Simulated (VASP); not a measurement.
An input for Ansatz (written as the equivalent of a VASP run, and not itself run):

Ansatz 0.2 input:
```yaml
crystal:
  lattice:
    - [3.8050732, -2.1414046, -0.0421624]
    - [3.8050732, 2.1414046, -0.0421624]
    - [2.6389544, 0.0000000, 3.4787772]
  atoms:
    - { symbol: Sb, position: [0.2380170, 0.2380170, 0.2380170] }
    - { symbol: Sb, position: [0.7619830, 0.7619830, 0.7619830] }
kpoints:
  mp_grid: { grid: [10, 10, 10] }
hamiltonian:
  xc: pbe
  pseudopotentials: { kind: paw }
scf:
  occupations: { method: methfessel_paxton, width: 0.1 }
  max_iter: 100
relax:
  max_steps: 40
  f_tol: 0.02
  cell: { p_target: 10 }
output: { forces: true, stress: true, eigenvalues: true }
```

Task: Write the VASP files for the same calculation (PBE).

Result: Several could match; the one computed here: 
### KPOINTS
```
Automatic mesh
0
Gamma
10 10 10
0 0 0
```

### INCAR
```
! general
SYSTEM  = Sb
PREC    = Accurate
ENCUT   = 500
LREAL   = .FALSE.
LASPH   = .TRUE.

! electronic loop
EDIFF   = 1E-6
NELM    = 100
ALGO    = Normal
LMAXMIX = 4

! smearing
ISMEAR  = 1
SIGMA   = 0.1

! functional
GGA     = PE

! ions
IBRION  = 2
NSW     = 40
ISIF    = 3
EDIFFG  = -0.02
PSTRESS = 100

! output
LWAVE   = .FALSE.
LCHARG  = .FALSE.
```

POSCAR:
```
Sb
1
    3.8050732213    -2.1414046203    -0.0421624213
    3.8050732213     2.1414046203    -0.0421624213
    2.6389544078    -0.0000000000     3.4787771799
Sb
2
Direct
  0.2380169744   0.2380169744   0.2380169744
  0.7619830256   0.7619830256   0.7619830256
```

POTCAR, in this order: Sb (PBE.64 set). Program: vasp_std.

Limits of the translation: each code has its own PAW files, so the cut-off isn't converted (ENCUT is set for VASP's; basis.ecutwfc is left out, and Ansatz then takes the one that its files recommend); Ansatz stops its SCF on the density residual and VASP on the energy change (EDIFF).

The compound is Sb in the a7 structure. This run relaxes it under an external pressure of 10 GPa. Symmetry was kept, so distortions that lower it aren't found.
